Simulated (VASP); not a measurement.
A run of VASP 6.6.1:

Contents of INCAR:

```
SYSTEM = TiOs
PREC = Accurate ; ENCUT = 520
EDIFF = 1E-7 ; ISMEAR = 0
SIGMA = 0.15 ; LREAL = .False.
LASPH = .True. ; NELM = 100
ALGO = Fast ; ISIF = 2
LWAVE = .False. ; LCHARG = .True.
GGA = PS ; LELF = .True.
LVHAR = .True. ; NBANDS = 17
```

The input KPOINTS:

```
regular mesh
0
Gamma
  14 14 14
  0 0 0
```

Contents of POSCAR:

```
TiOs
1.0
    3.0620007273      0.0000000000      0.0000000000
    0.0000000000      3.0620007273      0.0000000000
    0.0000000000      0.0000000000      3.0620007273
Ti Os
1 1
Direct
    0.5000000000      0.5000000000      0.5000000000
    0.0000000000      0.0000000000      0.0000000000
```

Potentials or basis: VASP PAW PBE potentials, release 64 (Ti_sv, Os).

Launch:

```sh
$ cat potpaw_PBE.64/Ti_sv/POTCAR potpaw_PBE.64/Os/POTCAR > POTCAR
$ mpirun -np 1 vasp_std > vasp.out
```

Hardware: 1 thread of Intel(R) Xeon(R) Platinum 8375C CPU @ 2.90GHz (Ice Lake) (shared host).

Estimate the wall time of this run.

It took 88 s on 1 thread of Intel(R) Xeon(R) Platinum 8375C CPU @ 2.90GHz (Ice Lake) (shared host), peak memory 0.18 GiB. Counts: scf iterations 33, k points 120.
